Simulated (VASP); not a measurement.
Input of a VASP 6.6.1 run:

Contents of INCAR:

```
ALGO     = Normal         # electronic algorithm
EDIFF    = 1E-5           # SCF threshold, eV
ENCUT    = 450            # plane-wave cutoff, eV
GGA      = PS             # functional
ISIF     = 2              # what is computed and relaxed
ISMEAR   = 0              # smearing method
ISPIN    = 2              # spin polarisation
ISYM     = 0            
KPAR     = 4            
LASPH    = True           # aspherical terms in the spheres
LCHARG   = False          # write CHGCAR
LDAU     = True           # DFT+U
LDAUJ    = 0 0 0        
LDAUL    = 2 -1 -1        # shell
LDAUPRINT= 1            
LDAUTYPE = 2            
LDAUU    = 4 0 0          # U, eV
LMAXMIX  = 4              # l up to which the mixer works
LORBIT   = 11             # projections on sites
LREAL    = Auto         
LWAVE    = False          # write WAVECAR
MAGMOM   = 4 0 0 0 0 0 0 0 0 0 0 0 0 0 0 0 0 0 0 0 0 0 0 0 0 0 0 0 0 0 0 0 # initial moments
NBANDS   = 93             # bands
NELM     = 120            # most SCF steps
NUPDOWN  = 4              # fixed moment
PREC     = Accurate       # precision mode
SIGMA    = 0.03           # smearing width, eV
```

Contents of KPOINTS:

```
k-points
0
Gamma
  3 3 2
```

Contents of POSCAR:

```
Al15CoN16                               
1.0
    6.2200008610      0.0000000000      0.0000000000
   -3.1100004305      5.3866787572      0.0000000000
    0.0000000000      0.0000000000      9.9600000000
  Co              Al              N             
     1    15    16
Direct
     0.3347336940401443    0.1677450543209002    0.0020303404667590
     0.3338702708087025    0.1670308890221292    0.4992128747003385
     0.3372740824188699    0.6688215054038185    0.0025294420077130
     0.3344704459782102    0.6671625670947322    0.5004180786774337
     0.8330828131134288    0.1653499363307558    0.0023326531515144
     0.8337563870806194    0.1667965770978786    0.5004930338620766
     0.8335570513888769    0.6689739384284413    0.0022617405180556
     0.8342538290775317    0.6674034430080813    0.5004631443781298
     0.1666485482812472    0.3339489958250196    0.2514005718206485
     0.1672475414577860    0.3344513881215140    0.7488866775780549
     0.1671068254513372    0.8334725577970638    0.2513257336923528
     0.1676185379342625    0.8345304767328575    0.7488261447076591
     0.6670427437035732    0.3340889148218684    0.2513982971380935
     0.6673652387614563    0.3345746911375470    0.7486420548441979
     0.6673910955751585    0.8340007391975734    0.2515508706635651
     0.6673092889715647    0.8343885853793745    0.7502117978099802
     0.3332817865737605    0.1670395876802473    0.1985867587828986
     0.3339891448709544    0.1678333144554312    0.6904806988805526
     0.3342172807681419    0.6672947975262192    0.1924434141703502
     0.3349842413197793    0.6681862932529550    0.6906461977566849
     0.8334806010879888    0.1672596722036061    0.1922991993881357
     0.8334330855000419    0.1667828336739061    0.6907463884924077
     0.8339080233911740    0.6673435067475564    0.1922538285500528
     0.8338041553171558    0.6684025441910227    0.6906864591162811
     0.1666809814809187    0.3341731290288671    0.4421871522989821
     0.1638841267668255    0.3382135273830809    0.9394164686855022
     0.1671496083096814    0.8327576145520483    0.4421274526684248
     0.1644139203489351    0.8266398276736353    0.9393379356035001
     0.6681738815408501    0.3343049152122042    0.4422467545276881
     0.6757357400097946    0.3384285322204533    0.9390372294703266
     0.6675610546330187    0.8337969405129814    0.4415387977480726
     0.6680739740381958    0.8343867039662113    0.9415638078435747
```

Potentials or basis: VASP PAW PBE potentials, release 64 (Co, Al, N).

Command:

```sh
$ cat potpaw_PBE.64/Co/POTCAR potpaw_PBE.64/Al/POTCAR potpaw_PBE.64/N/POTCAR > POTCAR
$ mpirun -np 4 vasp_std > vasp.out
```

**Question.** Predict the largest force.

**Answer.** 0.503 eV/Å.

Eigenvalues of the final occupation matrices:
| site | spin | trace | eigenvalues |
| --- | --- | --- | --- |
| site 1 d | 1 | 4.95 | 0.97 0.98 1.00 1.00 1.00 |
| site 1 d | 2 | 2.14 | 0.12 0.30 0.31 0.44 0.97 |

Caveat: the k mesh is coarse (spacing up to 0.39 Å⁻¹), so the values aren't converged; the PAW data sets were made with another functional, which shifts forces and pressure a little; the total moment is fixed, so each spin has its own Fermi level. The state reached can hang on the start; a lower one may exist.
